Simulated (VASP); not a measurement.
Input:

```
CELL_PARAMETERS angstrom
      0.00000     2.65974     2.65974
      2.65974     0.00000     2.65974
     10.72674    10.72674    -0.08779
ATOMIC_POSITIONS crystal
  Na 0.01421 0.01421 0.98934
  Na 0.98579 0.98579 0.26066
  Cl 0.50000 0.50000 0.12500
  Cl 0.47061 0.47061 0.39704
  Cl 0.50000 0.50000 0.62500
  Cl 0.52939 0.52939 0.85296
  Li 0.98648 0.98648 0.51014
  Li 0.01352 0.01352 0.73986
```

Level of theory: PBEsol GGA, VASP's PBE PAW potentials (set 64) (plane waves; VASP). Numerical set-up: 520 eV cut-off, Gaussian smearing of 0.050 eV, potentials Na_pv Cl Li_sv.

**Question.** Predict the band gap (along the path) with the smallest direct gap where there is one.

**Answer.** 
band gap (along the path): 5.36 eV
smallest direct gap (along the path): 5.37 eV

The absolute energy has meaning only against runs of the same code, potentials and settings.

The structure was generated: Li2Na2Cl4 was put into an ordered model structure (R-3m), which need not be its known phase. It was relaxed first.
